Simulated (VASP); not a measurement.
Output of a VASP run:

**OUTCAR**
```
 ion  position               nearest neighbor table
   1  0.000  0.000  0.000-
   2  0.800  0.500  0.500-   3 1.64   4 1.74   5 1.74   6 1.74   7 1.74
   3  0.200  0.500  0.500-   2 1.64   4 1.74   5 1.74   6 1.74   7 1.74
   4  0.500  0.800  0.500-   5 1.64   3 1.74   2 1.74   6 1.74   7 1.74
   5  0.500  0.200  0.500-   4 1.64   3 1.74   2 1.74   6 1.74   7 1.74
   6  0.500  0.500  0.800-   7 1.64   3 1.74   4 1.74   5 1.74   2 1.74
   7  0.500  0.500  0.200-   6 1.64   3 1.74   4 1.74   5 1.74   2 1.74
  LATTYP: Found a simple cubic cell.
 ALAT       =     4.1025210000
 Subroutine PRICEL returns:
 Original cell was already a primitive cell.
 Subroutine GETGRP returns: Found 48 space group operations
The static configuration has the point symmetry O_h .
The dynamic configuration has the point symmetry O_h .
 Subroutine INISYM returns: Found 48 space group operations
 Subroutine IBZKPT returns following result:
 Found     20 irreducible k-points:

 Following reciprocal coordinates:
            Coordinates               Weight
  0.000000  0.000000  0.000000      1.000000
  0.142857  0.000000  0.000000      6.000000
  0.285714  0.000000  0.000000      6.000000
  0.428571  0.000000  0.000000      6.000000
  0.142857  0.142857  0.000000     12.000000
  0.285714  0.142857  0.000000     24.000000
  0.428571  0.142857  0.000000     24.000000
  0.285714  0.285714  0.000000     12.000000
  0.428571  0.285714  0.000000     24.000000
  0.428571  0.428571  0.000000     12.000000
  0.142857  0.142857  0.142857      8.000000
  0.285714  0.142857  0.142857     24.000000
  0.428571  0.142857  0.142857     24.000000
  0.285714  0.285714  0.142857     24.000000
  0.428571  0.285714  0.142857     48.000000
  0.428571  0.428571  0.142857     24.000000
  0.285714  0.285714  0.285714      8.000000
  0.428571  0.285714  0.285714     24.000000
  0.428571  0.428571  0.285714     24.000000
  0.428571  0.428571  0.428571      8.000000
   k-points           NKPTS =     20   k-points in BZ     NKDIM =     20   number of bands    NBANDS=     18
   number of dos      NEDOS =    301   number of ions     NIONS =      7
   total plane-waves  NPLWV =  21952
   dimension x,y,z NGX =    28 NGY =   28 NGZ =   28
   dimension x,y,z NGXF=    56 NGYF=   56 NGZF=   56
   ions per type =               1   6
   PREC   = accura    normal or accurate (medium, high low for compatibility)
   ISTART =      0    job   : 0-new  1-cont  2-samecut
   ICHARG =      2    charge: 1-file 2-atom 10-const
   ISPIN  =      1    spin polarized calculation?
   LNONCOLLINEAR =      F non collinear calculations
   LSORBIT =      F    spin-orbit coupling
   INIWAV =      1    electr: 0-lowe 1-rand  2-diag
   ENCUT  =  400.0 eV  29.40 Ry    5.42 a.u.   6.69  6.69  6.69*2*pi/ulx,y,z
   NELM   =    100;   NELMIN=  2; NELMDL= -5     # of ELM steps
   EDIFF  = 0.1E-05   stopping-criterion for ELM
   LREAL  =      F    real-space projection
   NLSPLINE    = F    spline interpolate recip. space projectors
   LMAXMIX     =    6 max onsite mixed and CHGCAR
   VOSKOWN=      0    Vosko Wilk Nusair interpolation
   EDIFFG = 0.1E-04   stopping-criterion for IOM
   NSW    =      0    number of steps for IOM
   NBLOCK =      1;   KBLOCK =      1    inner block; outer block
   IBRION =     -1    ionic relax: 0-MD 1-quasi-New 2-CG
   NFREE  =      0    steps in history (QN), initial steepest desc. (CG)
   ISIF   =      2    stress and relaxation
   ISYM   =      2    0-nonsym 1-usesym 2-fastsym
   TEIN   =    0.0    initial temperature
   TEBEG  =    0.0;   TEEND  =   0.0 temperature during run
   SMASS  =  -3.00    Nose mass-parameter (am)
   PSTRESS=    0.0 pullay stress
   NELECT =      29.0000    total number of electrons
   EFERMI =   0.00;   METHOD = LEGACY
   ISMEAR =     0;   SIGMA  =   0.14  broadening in eV -4-tet -1-fermi 0-gaus
   IALGO  =     38    algorithm
   LDIAG  =      T    sub-space diagonalisation (order eigenvalues)
   IMIX   =      4    mixing-type and parameters
     AMIX     =   0.40;   BMIX     =  1.00
     AMIX_MAG =   1.60;   BMIX_MAG =  1.00
...
```

OSZICAR:
```
       N       E                     dE             d eps       ncg     rms          rms(c)
DAV:   1     0.212334672469E+03    0.21233E+03   -0.94410E+03   736   0.165E+03
DAV:   2    -0.206119149363E+02   -0.23295E+03   -0.22538E+03  1024   0.314E+02
DAV:   3    -0.522855174908E+02   -0.31674E+02   -0.28922E+02  1070   0.169E+02
DAV:   4    -0.537032121504E+02   -0.14177E+01   -0.14004E+01  1284   0.296E+01
DAV:   5    -0.537508934493E+02   -0.47681E-01   -0.47467E-01  1144   0.416E+00    0.948E+00
DAV:   6    -0.493278688293E+02    0.44230E+01   -0.11593E+01  1050   0.217E+01    0.482E+00
DAV:   7    -0.490142902126E+02    0.31358E+00   -0.46695E+00  1256   0.136E+01    0.200E+00
DAV:   8    -0.491075601510E+02   -0.93270E-01   -0.23632E+00  1226   0.157E+01    0.143E+00
DAV:   9    -0.489921833154E+02    0.11538E+00   -0.30524E-01  1196   0.501E+00    0.705E-01
DAV:  10    -0.489715239467E+02    0.20659E-01   -0.23986E-01  1242   0.439E+00    0.144E-01
DAV:  11    -0.489720280721E+02   -0.50413E-03   -0.89656E-03  1072   0.750E-01    0.127E-01
DAV:  12    -0.489714857510E+02    0.54232E-03   -0.20033E-03  1326   0.443E-01    0.551E-02
DAV:  13    -0.489713467018E+02    0.13905E-03   -0.12895E-03  1222   0.325E-01    0.798E-03
DAV:  14    -0.489713500800E+02   -0.33782E-05   -0.52503E-05  1120   0.649E-02    0.474E-03
DAV:  15    -0.489713499012E+02    0.17878E-06   -0.22880E-06   982   0.143E-02
   1 F= -.48971350E+02 E0= -.48962680E+02  d E =-.173396E-01
```

**OUTCAR**
```
------------------------ aborting loop because EDIFF is reached ----------------------------------------
  FORCE on cell =-STRESS in cart. coord.  units (eV):
  Direction    XX          YY          ZZ          XY          YZ          ZX
  --------------------------------------------------------------------------------------
  Total        3.1362470      3.1362470      3.1362470     -0.0000000     -0.0000000      0.0000000
  in kB       72.7726862     72.7726862     72.7726862     -0.0000000     -0.0000000      0.0000000
  external PRESSURE =      72.7726862 kB  Pullay stress =       0.0000000 kB
  volume of cell :       69.05
      direct lattice vectors                 reciprocal lattice vectors
     4.102521000  0.000000000  0.000000000     0.243752561  0.000000000  0.000000000
     0.000000000  4.102521000  0.000000000     0.000000000  0.243752561  0.000000000
     0.000000000  0.000000000  4.102521000     0.000000000  0.000000000  0.243752561
 POSITION                                       TOTAL-FORCE (eV/Angst)
 -----------------------------------------------------------------------------------
      0.00000      0.00000      0.00000        -0.000000      0.000000      0.000000
      3.28251      2.05126      2.05126         0.194131      0.000000      0.000000
      0.82001      2.05126      2.05126        -0.194131     -0.000000      0.000000
      2.05126      3.28251      2.05126         0.000000      0.194131      0.000000
      2.05126      0.82001      2.05126        -0.000000     -0.194131      0.000000
      2.05126      2.05126      3.28251        -0.000000      0.000000      0.194131
      2.05126      2.05126      0.82001         0.000000     -0.000000     -0.194131
 -----------------------------------------------------------------------------------
    total drift:                                0.000000      0.000000      0.000000
  FREE ENERGIE OF THE ION-ELECTRON SYSTEM (eV)
  ---------------------------------------------------
  free  energy   TOTEN  =       -48.9713499012 eV

  energy  without entropy=      -48.9540102583  energy(sigma->0) =      -48.96268008
```
(Selected blocks of OUTCAR.)

POSCAR:
```
LaB6
1
    4.1025210000     0.0000000000     0.0000000000
    0.0000000000     4.1025210000     0.0000000000
    0.0000000000     0.0000000000     4.1025210000
La B
1 6
Direct
  0.0000000000   0.0000000000   0.0000000000
  0.8001200000   0.5000000000   0.5000000000
  0.1998800000   0.5000000000   0.5000000000
  0.5000000000   0.8001200000   0.5000000000
  0.5000000000   0.1998800000   0.5000000000
  0.5000000000   0.5000000000   0.8001200000
  0.5000000000   0.5000000000   0.1998800000
```

Problem. Write an INCAR and KPOINTS that could have produced this output.

Solution. Several could match; the one computed here: the input of the run itself, PBE GGA, plane waves, VASP's PBE PAW potentials (set 64).

### KPOINTS
```
Automatic mesh
0
G
  7 7 7
0 0 0
```

**INCAR**
```
LASPH  =  T   # aspherical one-centre terms
PREC  =  Accurate
LWAVE  =  F
ALGO  =  Normal   # blocked Davidson
EDIFF  =  1E-6
LCHARG  =  F
LMAXMIX  =  6   # l cut-off of mixed one-centre charges
LREAL  =  F   # projection in real space or not
ISMEAR  =  0   # Gaussian
GGA  =  PE   # PBE
ENCUT  =  400   # plane-wave cut-off (eV)
ISIF  =  2
SIGMA  =  0.136   # width (eV)
NELM  =  100   # most electronic steps
SYSTEM  =  LaB6
```

POTCAR, in this order: La B (PBE.64 set). Program: vasp_std.

At this cut-off the stress carries a Pulay error, which pulls relaxed volumes low.

The structure comes from a computed database's LaB6 entry; how it stands against other phases isn't given here. The cell was not relaxed at this level, and its volume differs by -5.9 % from the start's. The electron count is odd and the run is not spin-polarised, which forces a metal.
